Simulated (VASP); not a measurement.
Consider the following.

```
CELL_PARAMETERS angstrom
      4.39706     0.00000     0.00000
     -2.19853     3.80797     0.00000
      0.00000     0.00000     2.46472
ATOMIC_POSITIONS crystal
  P  0.00000 0.00000 0.00000
  P  0.33333 0.66667 0.50000
  P  0.66667 0.33333 0.50000
```

Calculation: PBEsol GGA, VASP's PBE PAW potentials (set 64) (plane waves; VASP 6.6.1). Numerical set-up: 480 eV cut-off, 8×8×12 Γ-centred mesh, first-order Methfessel-Paxton smearing of 0.10 eV, potentials P.

Energy and stress use the plane-wave basis of the starting cell.

The ions, cell shape and volume at an external pressure of 20.0 GPa are relaxed. What does this cell relax into?

```
CELL_PARAMETERS angstrom
      4.16655     0.00000     0.00000
     -2.08327     3.60834     0.00000
      0.00000     0.00000     2.38034
ATOMIC_POSITIONS crystal
  P  0.00000 0.00000 0.00000
  P  0.33333 0.66667 0.50000
  P  0.66667 0.33333 0.50000
```
Space group P6/mmm (191), at a tolerance of 0.03 Å.

How do energy and volume change from the first to the last step?

The energy (σ→0) changes by +106.0 meV/atom and the volume by -13.3 %, in 7 ionic steps.

The structure was generated: P was put into the omega type (P6/mmm), which need not be its known phase. This run relaxes it under an external pressure of 20 GPa. Symmetry was kept, so distortions that lower it aren't found. VASP warned that the highest band is occupied, so more bands are needed.
